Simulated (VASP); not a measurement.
```xyz
3
Lattice="0.0000 2.5100 2.5100 2.5100 0.0000 2.5100 2.5100 2.5100 0.0000" Properties=species:S:1:pos:R:3 pbc="T T T"
Hf     0.0000     0.0000     0.0000
O      1.2550     1.2550     1.2550
O      3.7651     3.7651     3.7651
```

All values below come from AM05 GGA, VASP's PBE PAW potentials (set 64) (plane waves; VASP). Settings: 520 eV cut-off, Gaussian smearing of 0.050 eV, potentials Hf_pv O.

Unless said otherwise, spin-orbit coupling is left out, though it shifts the bands of the heavy elements here.

Give the energies of bands 6 to 14 at the high-symmetry points, in eV from the valence-band maximum.

```csv
band,Γ,X,U,L,W
6,-5.59,-6.74,-6.04,-4.52,-5.50
7,-5.59,-3.57,-4.17,-4.52,-5.26
8,-5.59,-3.57,-3.46,-3.12,-2.65
9,-0.63,-1.60,-2.35,-2.82,-2.65
10,-0.63,-1.60,-1.35,-1.89,-1.45
11,-0.63,0.00,-0.35,-1.89,-0.22
12,3.85,3.79,4.36,4.64,4.88
13,3.85,5.59,5.52,4.64,5.22
14,6.04,6.87,7.15,7.23,7.30
```

The gap is direct, 3.79 eV, from the valence maximum at X to the conduction minimum at X.

The compound is HfO2 in the fluorite structure, the high-temperature cubic form, which is unstable at 0 K; the monoclinic form is the stable one. It was relaxed first.
